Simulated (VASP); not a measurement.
# ZrHg3 (Pm-3m) in VASP: a series of runs

The runs below take ZrHg3 through single point, with LDA.

Program: VASP 6.6.1. These are calculated values, not measurements. Logs are shortened: lines on timing, memory, paths and dates and some standing lists are left out, and cuts for length are marked.

### Step 1. The crystal as given

It takes space group Pm-3m (No. 221, cubic). The conventional cell has a = 4.365 Å, b = 4.365 Å, c = 4.365 Å, α = 90.00°, β = 90.00°, γ = 90.00°. Zr (site symmetry m-3m) has 12 Hg at 3.09 Å as nearest neighbours. Hg (site symmetry 4/mmm) is surrounded by 4 Zr at 3.09 Å and 8 Hg at 3.09 Å.

### Step 2. Single point, LDA

INCAR

```
SYSTEM = ZrHg3
PREC     = Accurate       ! precision mode
ENCUT    = 520            ! plane-wave cutoff, eV
EDIFF    = 1E-7           ! SCF threshold, eV
ISMEAR   = -1             ! smearing method
SIGMA    = 0.05           ! smearing width, eV
LREAL    = .False.        ! projectors in reciprocal space
LASPH    = .True.         ! aspherical terms in the spheres
NELM     = 100            ! most SCF steps
ALGO     = Fast           ! electronic algorithm
ISIF     = 2              ! what is computed and relaxed
LWAVE    = .False.        ! write WAVECAR
LCHARG   = .True.         ! write CHGCAR
LELF     = .True.         ! ELF
LVHAR    = .True.       
NBANDS   = 32             ! bands
```

KPOINTS

```
regular mesh
0
Gamma
  5 5 5
  0 0 0
```

POSCAR

```
ZrHg3
1.0
    4.3652000000      0.0000000000      0.0000000000
    0.0000000000      4.3652000000      0.0000000000
    0.0000000000      0.0000000000      4.3652000000
Zr Hg
1 3
Direct
    0.0000000000      0.0000000000      0.0000000000
    0.0000000000      0.5000000000      0.5000000000
    0.5000000000      0.0000000000      0.5000000000
    0.5000000000      0.5000000000      0.0000000000
```

Potentials or basis: VASP PAW LDA potentials, release 64 (Zr_sv, Hg).

On the command line:

```console
> cat potpaw_LDA.64/Zr_sv/POTCAR potpaw_LDA.64/Hg/POTCAR > POTCAR
> mpirun -np 1 vasp_std > vasp.out
```

OUTCAR:

```text
SYSTEM = ZrHg3
   PREC = Accurate
   ENCUT = 520
   EDIFF = 1E-7
   ISMEAR = -1
   LREAL = .False.
   LASPH = .True.
   NELM = 100
   ISIF = 2

 ion  position               nearest neighbor table
   1  0.000  0.000  0.000-   2 3.09   3 3.09   4 3.09   2 3.09   3 3.09   2 3.09   4 3.09   2 3.09
                             3 3.09   4 3.09   3 3.09   4 3.09
   2  0.000  0.500  0.500-   1 3.09   3 3.09   4 3.09   1 3.09   4 3.09   1 3.09   3 3.09   1 3.09
                             3 3.09   4 3.09   4 3.09   3 3.09
   3  0.500  0.000  0.500-   1 3.09   2 3.09   4 3.09   1 3.09   4 3.09   2 3.09   4 3.09   4 3.09
                             1 3.09   2 3.09   1 3.09   2 3.09
   4  0.500  0.500  0.000-   1 3.09   2 3.09   3 3.09   2 3.09   3 3.09   1 3.09   3 3.09   3 3.09
                             1 3.09   2 3.09   2 3.09   1 3.09

  LATTYP: Found a simple cubic cell.
 ALAT       =     4.3652000000

  Lattice vectors:

 A1 = (   4.3652000000,   0.0000000000,   0.0000000000)
 A2 = (   0.0000000000,   4.3652000000,   0.0000000000)
 A3 = (   0.0000000000,   0.0000000000,   4.3652000000)

Analysis of symmetry for initial positions (statically):
=====================================================================
 Subroutine PRICEL returns:
 Original cell was already a primitive cell.

 Routine SETGRP: Setting up the symmetry group for a
 simple cubic supercell.

 Subroutine GETGRP returns: Found 48 space group operations
 (whereof 48 operations were pure point group operations)
 out of a pool of 48 trial point group operations.

The static configuration has the point symmetry O_h .

Analysis of symmetry for dynamics (positions and initial velocities):
=====================================================================
 Subroutine PRICEL returns:
 Original cell was already a primitive cell.

 Routine SETGRP: Setting up the symmetry group for a
 simple cubic supercell.

 Subroutine GETGRP returns: Found 48 space group operations
 (whereof 48 operations were pure point group operations)
 out of a pool of 48 trial point group operations.

The dynamic configuration has the point symmetry O_h .

 Subroutine INISYM returns: Found 48 space group operations
 (whereof 48 operations are pure point group operations),
 and found     1 'primitive' translations

----------------------------------------------------------------------------------------

                                     Primitive cell

  volume of cell :      83.1788

  direct lattice vectors                    reciprocal lattice vectors
     4.365200000  0.000000000  0.000000000     0.229084578  0.000000000  0.000000000
     0.000000000  4.365200000  0.000000000     0.000000000  0.229084578  0.000000000
     0.000000000  0.000000000  4.365200000     0.000000000  0.000000000  0.229084578

  length of vectors
     4.365200000  4.365200000  4.365200000     0.229084578  0.229084578  0.229084578

  position of ions in fractional coordinates (direct lattice)
     0.000000000  0.000000000  0.000000000
     0.000000000  0.500000000  0.500000000
     0.500000000  0.000000000  0.500000000
     0.500000000  0.500000000  0.000000000

  ion indices of the primitive-cell ions
   primitive index   ion index
                 1           1
                 2           2
                 3           3
                 4           4

----------------------------------------------------------------------------------------

 KPOINTS: regular mesh

Automatic generation of k-mesh.
 Grid dimensions read from file:
 generate k-points for:    5    5    5

 Generating k-lattice:

  Cartesian coordinates                     Fractional coordinates (reciprocal lattice)
     0.045816916  0.000000000  0.000000000     0.200000000  0.000000000  0.000000000
     0.000000000  0.045816916  0.000000000     0.000000000  0.200000000  0.000000000
     0.000000000  0.000000000  0.045816916     0.000000000  0.000000000  0.200000000

  Length of vectors
     0.045816916  0.045816916  0.045816916

  Shift w.r.t. Gamma in fractional coordinates (k-lattice)
     0.000000000  0.000000000  0.000000000

 Subroutine IBZKPT returns following result:
 ===========================================

 Found     10 irreducible k-points:

 Following reciprocal coordinates:
            Coordinates               Weight
  0.000000  0.000000  0.000000      1.000000
  0.200000  0.000000  0.000000      6.000000
  0.400000  0.000000  0.000000      6.000000
  0.200000  0.200000  0.000000     12.000000
  0.400000  0.200000  0.000000     24.000000
  0.400000  0.400000  0.000000     12.000000
  0.200000  0.200000  0.200000      8.000000
  0.400000  0.200000  0.200000     24.000000
  0.400000  0.400000  0.200000     24.000000
  0.400000  0.400000  0.400000      8.000000
   k-points           NKPTS =     10   k-points in BZ     NKDIM =     10   number of bands    NBANDS=     32
   number of dos      NEDOS =    301   number of ions     NIONS =      4
   total plane-waves  NPLWV =  32768
   dimension x,y,z NGX =    32 NGY =   32 NGZ =   32
   dimension x,y,z NGXF=    64 NGYF=   64 NGZF=   64
   ions per type =               1   3
   NGX,Y,Z   is equivalent  to a cutoff of  12.19, 12.19, 12.19 a.u.
   NGXF,Y,Z  is equivalent  to a cutoff of  24.37, 24.37, 24.37 a.u.
 SYSTEM =  ZrHg3
   PREC   = accura    normal or accurate (medium, high low for compatibility)
   ISTART =      0    job   : 0-new  1-cont  2-samecut
   ICHARG =      2    charge: 1-file 2-atom 10-const
   ISPIN  =      1    spin polarized calculation?
   LNONCOLLINEAR =      F non collinear calculations
   LSORBIT =      F    spin-orbit coupling
   LASPH  =      T    aspherical Exc in radial PAW
   ENCUT  =  520.0 eV  38.22 Ry    6.18 a.u.   8.12  8.12  8.12*2*pi/ulx,y,z
   NELM   =    100;   NELMIN=  2; NELMDL= -5     # of ELM steps
   EDIFF  = 0.1E-06   stopping-criterion for ELM
   LREAL  =      F    real-space projection
[... 7 lines left out ...]
   TEBEG  =    0.0;   TEEND  =   0.0 temperature during run
   PSTRESS=    0.0 pullay stress
   NELECT =      48.0000    total number of electrons
   NUPDOWN=      -1.0000    fix difference up-down
   EMIN   =  10.00;   EMAX   =-10.00  energy-range for DOS
   EFERMI =   0.00;   METHOD = LEGACY
   ISMEAR =    -1;   SIGMA  =   0.05  broadening in eV -4-tet -1-fermi 0-gaus
   EFERMI_NEDOS =   21; number of points for ismear=-14 and -15
   IALGO  =     68    algorithm
   IMIX   =      4    mixing-type and parameters
     AMIX     =   0.40;   BMIX     =  1.00
     AMIX_MAG =   1.60;   BMIX_MAG =  1.00
  volume/ion in A,a.u.               =      20.79       140.33
  Fermi-wavevector in a.u.,A,eV,Ry     =   1.362964  2.575629 25.275152  1.857671
  Thomas-Fermi vector in A             =   2.489408
   LORBIT       =      0    0 simple, 1 ext, 2 COOP (PROOUT), +10 PAW based schemes
   GGA     = CA    functional components
   LHFCALC =     F    Hartree Fock is set to
   AEXX    =    0.0000 exact exchange contribution
   IVDW    =     0    specifies the selected vdW correction
   LEPSILON=     F    determine dielectric tensor
   LRPA    =     F    only Hartree local field effects (RPA)
 non-spin polarized calculation
 RMM-DIIS sequential band-by-band and
  energy-cutoff  :      520.00
  volume of cell :       83.18
 maximum number of plane-waves:      2257
   NGX = 17   NGY = 17   NGZ = 17

 number of electron      47.9999988 magnetization

 Free energy of the ion-electron system (eV)
  ---------------------------------------------------
  ext. energy  EPLUGINS =         0.00000000
  ---------------------------------------------------
  free energy    TOTEN  =       -13.02863857 eV

  energy without entropy =      -12.99231001  energy(sigma->0) =      -13.01047429

 E-fermi :   5.3002     XC(G=0): -11.8884

 val. band max:        5.2909145363   @ k =   0.2000   0.2000   0.0000
 cond. band min:       5.3254516007   @ k =   0.2000   0.2000   0.0000
 fundamental gap:      0.0345370644
 Fermi energy:         5.3001958023

 k-point     1 :       0.0000    0.0000    0.0000
  band No.  band energies     occupation
      1     -43.7259      2.00000
      2     -21.8888      2.00000
      3     -21.8888      2.00000
      4     -21.8888      2.00000
      5      -4.2572      2.00000
      6      -3.1179      2.00000
[... 24 lines left out ...]
     31      11.7669      0.00000
     32      12.0673      0.00000

 k-point     2 :       0.2000    0.0000    0.0000
  band No.  band energies     occupation
      1     -43.7256      2.00000
      2     -21.9003      2.00000
      3     -21.8896      2.00000
      4     -21.8896      2.00000
      5      -3.8859      2.00000
      6      -2.9477      2.00000
[... 24 lines left out ...]
     31      12.3571      0.00000
     32      12.3571      0.00000

 k-point     3 :       0.4000    0.0000    0.0000
  band No.  band energies     occupation
      1     -43.7250      2.00000
      2     -21.9187      2.00000
      3     -21.8909      2.00000
      4     -21.8909      2.00000
      5      -3.0978      2.00000
      6      -2.7898      2.00000
[... 24 lines left out ...]
     31      11.3216      0.00000
     32      11.3241      0.00000

 k-point     4 :       0.2000    0.2000    0.0000
  band No.  band energies     occupation
      1     -43.7252      2.00000
      2     -21.9020      2.00000
      3     -21.8979      2.00000
      4     -21.8904      2.00000
      5      -3.5642      2.00000
      6      -2.8373      2.00000
[... 164 lines left out ...]
     31      11.9561      0.00000
     32      12.8497      0.00000

 k-point     9 :       0.4000    0.4000    0.2000
  band No.  band energies     occupation
      1     -43.7241      2.00000
      2     -21.9120      2.00000
      3     -21.9103      2.00000
      4     -21.8981      2.00000
      5      -2.9417      2.00000
      6      -2.6890      2.00000
[... 24 lines left out ...]
     31      10.4846      0.00000
     32      12.6442      0.00000

 k-point    10 :       0.4000    0.4000    0.4000
  band No.  band energies     occupation
      1     -43.7239      2.00000
      2     -21.9090      2.00000
      3     -21.9067      2.00000
      4     -21.9067      2.00000
      5      -3.1265      2.00000
      6      -2.9733      2.00000
[... 24 lines left out ...]
     31       9.5054      0.00000
     32      10.8862      0.00000

------------------------ aborting loop because EDIFF is reached ----------------------------------------

  FORCE on cell =-STRESS in cart. coord.  units (eV):
  Direction    XX          YY          ZZ          XY          YZ          ZX
  --------------------------------------------------------------------------------------
  -------------------------------------------------------------------------------------
  Total       -1.3247666     -1.3247666     -1.3247666     -0.0000000     -0.0000000     -0.0000000
  in kB      -25.5174632    -25.5174632    -25.5174632     -0.0000000     -0.0000000     -0.0000000
  external PRESSURE =     -25.5174632 kB  Pullay stress =       0.0000000 kB

 VOLUME and BASIS-vectors are now :
 -----------------------------------------------------------------------------
  energy-cutoff  :      520.00
  volume of cell :       83.18
      direct lattice vectors                 reciprocal lattice vectors
     4.365200000  0.000000000  0.000000000     0.229084578  0.000000000  0.000000000
     0.000000000  4.365200000  0.000000000     0.000000000  0.229084578  0.000000000
     0.000000000  0.000000000  4.365200000     0.000000000  0.000000000  0.229084578

 POSITION                                       TOTAL-FORCE (eV/Angst)
 -----------------------------------------------------------------------------------
      0.00000      0.00000      0.00000         0.000000      0.000000      0.000000
      0.00000      2.18260      2.18260         0.000000      0.000000      0.000000
      2.18260      0.00000      2.18260         0.000000      0.000000      0.000000
      2.18260      2.18260      0.00000         0.000000      0.000000      0.000000
 -----------------------------------------------------------------------------------
    total drift:                                0.000000     -0.000000     -0.000000

  FREE ENERGIE OF THE ION-ELECTRON SYSTEM (eV)
  ---------------------------------------------------
  free  energy   TOTEN  =       -13.0286385691 eV

  energy  without entropy=      -12.9923100109  energy(sigma->0) =      -13.01047429
```

Wall time 29 s (1 thread of Intel Xeon Platinum 8488C (Sapphire Rapids), shared host); peak memory 0.16 GiB.

Results:

```
Free energy            : -13.0286 eV
Pressure               : -2.6 GPa
Band gap on the k mesh : none (metal or under the smearing width)
```

The run has no spin-orbit coupling, so splittings on Hg are missing.

### Step 3. Single point, LDA

This run uses another cell than the first one: it holds 3 atoms, not 4.

INCAR

```
SYSTEM = Hg
PREC = Accurate ; ENCUT = 520
EDIFF = 1E-7 ; ISMEAR = -1
SIGMA = 0.05 ; LREAL = .False.
LASPH = .True. ; NELM = 100
ALGO = Normal ; ISIF = 2
LWAVE = .False. ; LCHARG = .False.
GGA = CA ; NBANDS = 25
```

KPOINTS

```
Automatic mesh
0
Gamma
  5 5 5
  0 0 0
```

Changes to POSCAR since step 2:

```diff
@@ -1,2 +1,2 @@
-ZrHg3
+Hg
 1.0
@@ -5,6 +5,5 @@
     0.0000000000      0.0000000000      4.3652000000
-Zr Hg
-1 3
+Hg
+3
 Direct
-    0.0000000000      0.0000000000      0.0000000000
     0.0000000000      0.5000000000      0.5000000000
```

Potentials or basis: VASP PAW LDA potentials, release 64 (Hg).

On the command line:

```console
> cat potpaw_LDA.64/Hg/POTCAR > POTCAR
> mpirun -np 1 vasp_std > vasp.out
```

Wall time 13 s (1 thread of Intel Xeon Platinum 8488C (Sapphire Rapids), shared host); peak memory 0.15 GiB.

It converged, with:

```yaml
Free_energy: -2.7106 eV
Pressure: -2.4 GPa
Band_gap_on_the_k_mesh: none (metal or under the smearing width)
```

Levels at points of the mesh, in eV from the Fermi level:
| k point | band 14 | band 15 | band 16 | band 17 | band 18 | band 19 | band 20 | band 21 | band 22 | band 23 |
| --- | --- | --- | --- | --- | --- | --- | --- | --- | --- | --- |
| (0.00, 0.00, 0.00) | -5.65 | -5.65 | -5.65 | 0.74 | 0.74 | 0.74 | 0.99 | 0.99 | 6.39 | 8.25 |

Spin-orbit coupling is left out, which matters for the levels of Hg.
